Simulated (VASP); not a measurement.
# Y3LuCl2 (P6/mmm) in VASP: relaxation of cell and atoms with PBE

Aim: the relaxation of cell and atoms of Y3LuCl2 with PBE.

Program: VASP 6.6.1. These are calculated values, not measurements. Logs are shortened: lines on timing, memory, paths and dates and some standing lists are left out, and cuts for length are marked.

## Step 1: The cell of the first run

It takes space group P6/mmm (No. 191, hexagonal). The conventional cell has a = 7.129 Å, b = 7.129 Å, c = 3.651 Å, α = 90.00°, β = 90.00°, γ = 120.00°. Y (site symmetry mmm) is surrounded by 4 Cl at 2.75 Å. Lu (site symmetry 6/mmm) is surrounded by 2 Lu at 3.65 Å and 12 Y at 4.00 Å and 6 Cl at 4.12 Å. Cl (site symmetry -6m2) has 6 Y at 2.75 Å as nearest neighbours.

The cell was built by a generator and needn't be a form met in nature.

## Step 2: Relaxation of cell and atoms, PBE (species swapped into the LaCu3Ni2 type (P6/mmm, No. 191))

File INCAR:

```
SYSTEM = Y3LuCl2
  ALGO = Fast
  EDIFF = 1E-7
  EDIFFG = -0.04
  ENCUT = 600
  GGA = PE
  IBRION = 2
  ISIF = 3
  ISMEAR = 0
  LASPH = .True.
  LCHARG = .False.
  LREAL = .False.
  LWAVE = .False.
  NELM = 100
  NSW = 90
  PREC = Accurate
  SIGMA = 0.1
```

File KPOINTS:

```
k-points
0
Gamma
  3 3 6
  0 0 0
```

File POSCAR:

```
Y3LuCl2
1.0
    7.1287675315      0.0000000000      0.0000000000
   -3.5643837658      6.1736937800      0.0000000000
    0.0000000000      0.0000000000      3.6509190251
Y Lu Cl
3 1 2
Direct
    0.5000000000      0.0000000000      0.5000000000
    0.0000000000      0.5000000000      0.5000000000
    0.5000000000      0.5000000000      0.5000000000
    0.0000000000      0.0000000000      0.0000000000
    0.3333333333      0.6666666667      0.0000000000
    0.6666666667      0.3333333333      0.0000000000
```

Potentials or basis: VASP PAW PBE potentials, release 64 (Y_sv, Lu, Cl).

Command:

```console
> cat potpaw_PBE.64/Y_sv/POTCAR potpaw_PBE.64/Lu/POTCAR potpaw_PBE.64/Cl/POTCAR > POTCAR
> mpirun -np 1 vasp_std > vasp.out
```

OUTCAR:

```text
SYSTEM = Y3LuCl2
   EDIFF = 1E-7
   EDIFFG = -0.04
   ENCUT = 600
   GGA = PE
   IBRION = 2
   ISIF = 3
   ISMEAR = 0
   LASPH = .True.
   LREAL = .False.
   NELM = 100
   NSW = 90
   PREC = Accurate

 ion  position               nearest neighbor table
   1  0.500  0.000  0.500-   5 2.75   6 2.75   5 2.75   6 2.75   2 3.56   2 3.56   3 3.56   3 3.56
                             4 4.00   4 4.00   4 4.00   4 4.00
   2  0.000  0.500  0.500-   5 2.75   6 2.75   5 2.75   6 2.75   3 3.56   3 3.56   1 3.56   1 3.56
                             4 4.00   4 4.00   4 4.00   4 4.00
   3  0.500  0.500  0.500-   5 2.75   6 2.75   5 2.75   6 2.75   2 3.56   2 3.56   1 3.56   1 3.56
                             4 4.00   4 4.00   4 4.00   4 4.00
   4  0.000  0.000  0.000-   1 4.00   1 4.00   1 4.00   1 4.00   3 4.00   3 4.00   3 4.00   3 4.00
                             2 4.00   2 4.00   2 4.00   2 4.00
   5  0.333  0.667  0.000-   2 2.75   2 2.75   1 2.75   1 2.75   3 2.75   3 2.75
   6  0.667  0.333  0.000-   2 2.75   2 2.75   1 2.75   1 2.75   3 2.75   3 2.75

  LATTYP: Found a hexagonal cell.
 ALAT       =     7.1287675315
 C/A-ratio  =     0.5121388808

  Lattice vectors:

 A1 = (   7.1287675315,   0.0000000000,   0.0000000000)
 A2 = (  -3.5643837658,   6.1736937800,   0.0000000000)
 A3 = (   0.0000000000,   0.0000000000,   3.6509190251)

Analysis of symmetry for initial positions (statically):
=====================================================================
 Subroutine PRICEL returns:
 Original cell was already a primitive cell.

 Routine SETGRP: Setting up the symmetry group for a
 hexagonal supercell.

 Subroutine GETGRP returns: Found 24 space group operations
 (whereof 24 operations were pure point group operations)
 out of a pool of 24 trial point group operations.

The static configuration has the point symmetry D_6h.

Analysis of symmetry for dynamics (positions and initial velocities):
=====================================================================
 Subroutine PRICEL returns:
 Original cell was already a primitive cell.

 Routine SETGRP: Setting up the symmetry group for a
 hexagonal supercell.

 Subroutine GETGRP returns: Found 24 space group operations
 (whereof 24 operations were pure point group operations)
 out of a pool of 24 trial point group operations.

The dynamic configuration has the point symmetry D_6h.

 Subroutine INISYM returns: Found 24 space group operations
 (whereof 24 operations are pure point group operations),
 and found     1 'primitive' translations

----------------------------------------------------------------------------------------

                                     Primitive cell

  volume of cell :     160.6800

  direct lattice vectors                    reciprocal lattice vectors
     7.128767532  0.000000000  0.000000000     0.140276702  0.080988792  0.000000000
    -3.564383766  6.173693780  0.000000000     0.000000000  0.161977584  0.000000000
     0.000000000  0.000000000  3.650919025     0.000000000  0.000000000  0.273903637

  length of vectors
     7.128767532  7.128767532  3.650919025     0.161977584  0.161977584  0.273903637

  position of ions in fractional coordinates (direct lattice)
     0.500000000  0.000000000  0.500000000
     0.000000000  0.500000000  0.500000000
     0.500000000  0.500000000  0.500000000
     0.000000000  0.000000000  0.000000000
     0.333333333  0.666666667  0.000000000
     0.666666667  0.333333333  0.000000000

  ion indices of the primitive-cell ions
   primitive index   ion index
                 1           1
                 2           2
                 3           3
                 4           4
                 5           5
                 6           6

----------------------------------------------------------------------------------------

 KPOINTS: k-points

Automatic generation of k-mesh.
 Grid dimensions read from file:
 generate k-points for:    3    3    6

 Generating k-lattice:

  Cartesian coordinates                     Fractional coordinates (reciprocal lattice)
     0.046758901  0.026996264  0.000000000     0.333333333  0.000000000  0.000000000
     0.000000000  0.053992528  0.000000000     0.000000000  0.333333333  0.000000000
     0.000000000  0.000000000  0.045650606     0.000000000  0.000000000  0.166666667

  Length of vectors
     0.053992528  0.053992528  0.045650606

  Shift w.r.t. Gamma in fractional coordinates (k-lattice)
     0.000000000  0.000000000  0.000000000

 Subroutine IBZKPT returns following result:
 ===========================================

 Found     12 irreducible k-points:

 Following reciprocal coordinates:
            Coordinates               Weight
  0.000000  0.000000  0.000000      1.000000
  0.333333 -0.000000  0.000000      6.000000
  0.333333  0.333333  0.000000      2.000000
  0.000000  0.000000  0.166667      2.000000
  0.333333 -0.000000  0.166667     12.000000
  0.333333  0.333333  0.166667      4.000000
  0.000000  0.000000  0.333333      2.000000
  0.333333 -0.000000  0.333333     12.000000
  0.333333  0.333333  0.333333      4.000000
  0.000000  0.000000  0.500000      1.000000
  0.333333 -0.000000  0.500000      6.000000
  0.333333  0.333333  0.500000      2.000000
   k-points           NKPTS =     12   k-points in BZ     NKDIM =     12   number of bands    NBANDS=     43
   number of dos      NEDOS =    301   number of ions     NIONS =      6
   total plane-waves  NPLWV = 108000
   dimension x,y,z NGX =    60 NGY =   60 NGZ =   30
   dimension x,y,z NGXF=   120 NGYF=  120 NGZF=   60
   ions per type =               3   1   2
   NGX,Y,Z   is equivalent  to a cutoff of  13.99, 13.99, 13.66 a.u.
   NGXF,Y,Z  is equivalent  to a cutoff of  27.98, 27.98, 27.32 a.u.
 SYSTEM =  Y3LuCl2
   PREC   = accura    normal or accurate (medium, high low for compatibility)
   ISTART =      0    job   : 0-new  1-cont  2-samecut
   ICHARG =      2    charge: 1-file 2-atom 10-const
   ISPIN  =      1    spin polarized calculation?
   LNONCOLLINEAR =      F non collinear calculations
   LSORBIT =      F    spin-orbit coupling
   LASPH  =      T    aspherical Exc in radial PAW
   ENCUT  =  600.0 eV  44.10 Ry    6.64 a.u.  14.24 14.24  7.29*2*pi/ulx,y,z
   NELM   =    100;   NELMIN=  2; NELMDL= -5     # of ELM steps
   EDIFF  = 0.1E-06   stopping-criterion for ELM
   LREAL  =      F    real-space projection
   EDIFFG = -.4E-01   stopping-criterion for IOM
   NSW    =     90    number of steps for IOM
   IBRION =      2    ionic relax: 0-MD 1-quasi-New 2-CG
   NFREE  =      1    steps in history (QN), initial steepest desc. (CG)
   ISIF   =      3    stress and relaxation
   ISYM   =      2    0-nonsym 1-usesym 2-fastsym
   POTIM  = 0.5000    time-step for ionic-motion
   TEBEG  =    0.0;   TEEND  =   0.0 temperature during run
   PSTRESS=    0.0 pullay stress
   NELECT =      72.0000    total number of electrons
   NUPDOWN=      -1.0000    fix difference up-down
   EMIN   =  10.00;   EMAX   =-10.00  energy-range for DOS
   EFERMI =   0.00;   METHOD = LEGACY
   ISMEAR =     0;   SIGMA  =   0.10  broadening in eV -4-tet -1-fermi 0-gaus
   EFERMI_NEDOS =   21; number of points for ismear=-14 and -15
   IALGO  =     68    algorithm
   IMIX   =      4    mixing-type and parameters
     AMIX     =   0.40;   BMIX     =  1.00
     AMIX_MAG =   1.60;   BMIX_MAG =  1.00
  volume/ion in A,a.u.               =      26.78       180.72
  Fermi-wavevector in a.u.,A,eV,Ry     =   1.252752  2.367358 21.352812  1.569387
  Thomas-Fermi vector in A             =   2.386637
   LORBIT       =      0    0 simple, 1 ext, 2 COOP (PROOUT), +10 PAW based schemes
   GGA     = PE    functional components
   LHFCALC =     F    Hartree Fock is set to
   AEXX    =    0.0000 exact exchange contribution
   IVDW    =     0    specifies the selected vdW correction
   LEPSILON=     F    determine dielectric tensor
   LRPA    =     F    only Hartree local field effects (RPA)
 conjugate gradient relaxation of ions
 non-spin polarized calculation
 RMM-DIIS sequential band-by-band and
 Gauss-broadening in eV      SIGMA  =   0.10
  energy-cutoff  :      600.00
  volume of cell :      160.68
 maximum number of plane-waves:      5438
 NGX is ok and might be reduce to    60
   NGX = 29   NGY = 29   NGZ = 15

--------------------------------------- Ionic step        1  -------------------------------------------

 number of electron      71.9999995 magnetization

 Free energy of the ion-electron system (eV)
  ---------------------------------------------------
  ext. energy  EPLUGINS =         0.00000000
  ---------------------------------------------------
  free energy    TOTEN  =       -30.75188488 eV

  energy without entropy =      -30.71392926  energy(sigma->0) =      -30.73290707

------------------------ aborting loop because EDIFF is reached ----------------------------------------

  FORCE on cell =-STRESS in cart. coord.  units (eV):
  Direction    XX          YY          ZZ          XY          YZ          ZX
  --------------------------------------------------------------------------------------
  -------------------------------------------------------------------------------------
  Total        0.4324178      0.4324178     -0.9492129     -0.0000000     -0.0000000      0.0000000
  in kB        4.3117388      4.3117388     -9.4648224     -0.0000000     -0.0000000      0.0000000
  external PRESSURE =      -0.2804483 kB  Pullay stress =       0.0000000 kB
[... 65 lines left out ...]
  energy  without entropy=      -30.7234282118  energy(sigma->0) =      -30.74193209

--------------------------------------- Ionic step        3  -------------------------------------------

 number of electron      71.9999999 magnetization

 Free energy of the ion-electron system (eV)
  ---------------------------------------------------
  ext. energy  EPLUGINS =         0.00000000
  ---------------------------------------------------
  free energy    TOTEN  =       -30.76610382 eV

  energy without entropy =      -30.73189704  energy(sigma->0) =      -30.74900043

 E-fermi :   4.5326     XC(G=0):  -9.8365

 val. band max:        4.4408853679   @ k =   0.3333  -0.0000   0.3333
 cond. band min:       4.5361519950   @ k =   0.0000   0.0000   0.1667
 fundamental gap:      0.0952666271
 Fermi energy:         4.5325769801

 k-point     1 :       0.0000    0.0000    0.0000
  band No.  band energies     occupation
      1     -52.7285      2.00000
      2     -38.6910      2.00000
      3     -38.6533      2.00000
      4     -38.6533      2.00000
      5     -23.3258      2.00000
      6     -23.3258      2.00000
[... 574 lines left out ...]
  FREE ENERGIE OF THE ION-ELECTRON SYSTEM (eV)
  ---------------------------------------------------
  free  energy   TOTEN  =       -30.7661038204 eV

  energy  without entropy=      -30.7318970401  energy(sigma->0) =      -30.74900043

 reached required accuracy - stopping structural energy minimisation
```

Wall time 14 min (1 thread of Intel Xeon 6975P-C (Granite Rapids), shared host); peak memory 0.43 GiB.

Results:

| Quantity | Value |
| --- | --- |
| Free energy | -30.7661 eV |
| Relaxed volume | 26.72 Å³/atom |
| Relaxed cell | a = 7.194 Å, b = 7.194 Å, c = 3.578 Å, α = 90.00°, β = 90.00°, γ = 120.00° |
| Space group after relaxing (to 0.05 Å) | P6/mmm (No. 191) |
| Energy gained by relaxing | 2.4 meV/atom |
| Ionic steps | 3 |
| Pressure after relaxing | 0.1 GPa |
| Band gap on the k mesh | none (metal or under the smearing width) |

Stress tensor (GPa, compression positive):
```
0.04 0.00 0.00
0.00 0.04 0.00
0.00 0.00 0.16
```

The path:
```csv
step,energy change (eV),largest force (eV/Å),pressure (GPa),volume (Å³)
1,0.0000,0.0000,-0.03,160.68
2,-0.0086,0.0000,0.06,160.56
3,-0.0142,0.0000,0.08,160.35
```

Final structure:
```xyz
6
Lattice="7.1941 0.0000 0.0000 -3.5970 6.2302 0.0000 0.0000 0.0000 3.5775" Properties=species:S:1:pos:R:3 pbc="T T T"
Y     3.5970    0.0000    1.7888
Y    -1.7985    3.1151    1.7888
Y     1.7985    3.1151    1.7888
Lu    0.0000    0.0000    3.5775
Cl    0.0000    4.1535    0.0000
Cl    3.5970    2.0768    0.0000
```

Levels at points of the mesh, in eV from the Fermi level:
```csv
k point,band 32,band 33,band 34,band 35,band 36,band 37,band 38,band 39,band 40,band 41
"(0.00, 0.00, 0.00)",-4.13,-2.04,-0.84,-0.84,0.14,0.16,0.16,0.27,1.27,1.27
"(0.00, 0.00, 0.50)",-1.17,-0.79,-0.69,-0.69,-0.48,-0.48,0.06,0.06,1.61,1.99
```

The run has no spin-orbit coupling, so splittings on Lu are missing.
